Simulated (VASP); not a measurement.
# CaPd$_{2}$P$_{2}$ (space group I4/mmm): computed properties

Method: PBEsol GGA, VASP's PBE PAW potentials (set 64) (plane waves; VASP).

```yaml
space_group: I4/mmm (139)
cell: a = 4.112 Å, b = 4.112 Å, c = 9.627 Å, α = 90.00°, β = 90.00°, γ = 90.00°
volume_per_atom: 16.28 Å³/atom
band gap (over mesh and band path): none (metal, semimetal or under 0.01 eV)
band_gap_with_spin_orbit_coupling: none (metallic)
density: 6.42 g/cm³
```

```cif
data_CaP2Pd2
_chemical_formula_sum 'Ca1 P2 Pd2'
_space_group_name_H-M_alt 'P 1'
_space_group_IT_number 1
_cell_length_a 5.62339
_cell_length_b 5.62339
_cell_length_c 5.62339
_cell_angle_alpha 137.108
_cell_angle_beta 137.108
_cell_angle_gamma 62.272
loop_
_space_group_symop_operation_xyz
  'x, y, z'
loop_
_atom_site_label
_atom_site_type_symbol
_atom_site_fract_x
_atom_site_fract_y
_atom_site_fract_z
_atom_site_occupancy
Ca1 Ca 0.00000 0.00000 0.00000 1
P1 P 0.61281 0.61281 0.00000 1
P2 P 0.38719 0.38719 0.00000 1
Pd1 Pd 0.75000 0.25000 0.50000 1
Pd2 Pd 0.25000 0.75000 0.50000 1
```

The structure comes from a computed database's CaPd2P2 entry (I4/mmm); how it stands against other phases isn't given here. It was relaxed first. Symmetry was kept, so distortions that lower it aren't found.
